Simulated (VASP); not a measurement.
Input:

```xyz
2
Lattice="0.0000 3.2755 3.2755 3.2755 0.0000 3.2755 3.2755 3.2755 0.0000" Properties=species:S:1:pos:R:3 pbc="T T T"
Rb     0.0000     0.0000     0.0000
Cl     3.2755     3.2755     3.2755
```

All values below come from optB88-vdW, VASP's PBE PAW potentials (set 64) (plane waves; VASP). Run with 520 eV cut-off, Gaussian smearing of 0.050 eV, potentials Rb_sv Cl.

Estimate the band gap (along the path) with the smallest direct gap where there is one.

```yaml
band gap (along the path): 4.89 eV
smallest direct gap (along the path): 4.89 eV
```

The compound is RbCl in the rock salt structure. It was relaxed first.
